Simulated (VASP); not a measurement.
A convergence study with VASP on GaSb (zinc blende): one setting is varied, all else stays as given below, so the limit is that of these other settings.

```
GaSb
1.0
    0.00000     3.05000     3.05000
    3.05000     0.00000     3.05000
    3.05000     3.05000     0.00000
Ga Sb
1 1
Direct
  0.00000   0.00000   0.00000
  0.25000   0.25000   0.25000
```

Calculation: PBE GGA, VASP's PBE PAW potentials (set 64) (plane waves; VASP 6.6.1). The tightest run used: 550 eV cut-off, 16×16×16 Γ-centred mesh, Gaussian smearing of 0.050 eV, potentials Ga_d Sb.

```json
[
 {"setting": "1×1×1 mesh", "E (eV/atom)": "4.9242", "pressure (GPa)": "62.11", "irreducible k-points": "1"},
 {"setting": "2×2×2 mesh", "E (eV/atom)": "-2.4645", "pressure (GPa)": "8.98", "irreducible k-points": "3"},
 {"setting": "3×3×3 mesh", "E (eV/atom)": "-3.3673", "pressure (GPa)": "4.13", "irreducible k-points": "4"},
 {"setting": "4×4×4 mesh", "E (eV/atom)": "-3.5730", "pressure (GPa)": "3.19", "irreducible k-points": "8"},
 {"setting": "5×5×5 mesh", "E (eV/atom)": "-3.6347", "pressure (GPa)": "2.94", "irreducible k-points": "10"},
 {"setting": "6×6×6 mesh", "E (eV/atom)": "-3.6564", "pressure (GPa)": "2.89", "irreducible k-points": "16"},
 {"setting": "7×7×7 mesh", "E (eV/atom)": "-3.6650", "pressure (GPa)": "2.88", "irreducible k-points": "20"},
 {"setting": "8×8×8 mesh", "E (eV/atom)": "-3.6688", "pressure (GPa)": "2.88", "irreducible k-points": "29"}
]
```

Question: These are the cheaper rows. Estimate the results at 16×16×16 mesh, and how far the last row shown lies from them.

Answer: 
| quantity | tightest run | last row shown is off by |
|---|---|---|
| E (eV/atom) | -3.6725 | 0.0037 |
| pressure (GPa) | 2.91 | -0.02 |

Left out are rungs that failed or repeat a setting and relaxations that didn't move; long series are thinned to 24 rows.

The compound is GaSb in the zinc blende structure. The cell was not relaxed at this level.
